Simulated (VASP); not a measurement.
Set up this calculation in VASP 6.6.1, as the native input.

```
Task                   : relaxation of the atoms
Functional             : LDA
Potentials or basis    : VASP PAW LDA potentials, release 64 (Cs_sv, Si)
Cutoff                 : 520 eV
k mesh                 : 5 × 5 × 6
Occupations            : gaussian, width 0.05 eV
Spin                   : no spin polarisation
Further INCAR settings : ALGO = Normal; EDIFF = 1e-06; IBRION = 2; EDIFFG = -0.01; NSW = 60
```

The structure of CsSi2 lies in POSCAR:

```
CsSi2
1.0
    6.3715700000      0.0000000000      0.0000000000
   -3.1857800000      5.5179400000      0.0000000000
    0.0000000000      0.0000000000      4.4786600000
Cs Si
1 2
Direct
    0.0000000000      0.0000000000      0.0000000000
    0.6666700000      0.3333300000      0.2503900000
    0.6666700000      0.3333300000      0.7496100000
```

The cell was built by a generator and needn't be a form met in nature.

These files were run (other wordings do the same):

INCAR

```
SYSTEM = CsSi2
PREC = Accurate
ENCUT = 520
EDIFF = 1E-6
ISMEAR = 0
SIGMA = 0.05
LREAL = .FALSE.
LASPH = .TRUE.
NELM = 100
ALGO = Normal
ISIF = 2
LWAVE = .FALSE.
LCHARG = .FALSE.
GGA = CA
IBRION = 2
NSW = 60
EDIFFG = -0.01
```

KPOINTS

```
regular mesh
0
G
  5 5 6
  0 0 0
```

Potentials or basis: VASP PAW LDA potentials, release 64 (Cs_sv, Si).

The run is started by

```console
$ cat potpaw_LDA.64/Cs_sv/POTCAR potpaw_LDA.64/Si/POTCAR > POTCAR
$ mpirun -np 1 vasp_std > vasp.out
```

It gave:

```json
{
 "Energy gained by relaxing": "0.7 meV/atom",
 "Ionic steps": "2",
 "Pressure after relaxing": "-1.6 GPa",
 "Band gap on the k mesh": "none (metal or under the smearing width)"
}
```

It took 55 s on 1 thread of Intel(R) Xeon(R) Platinum 8488C (Sapphire Rapids), with other jobs on the host, peak memory 0.26 GiB.
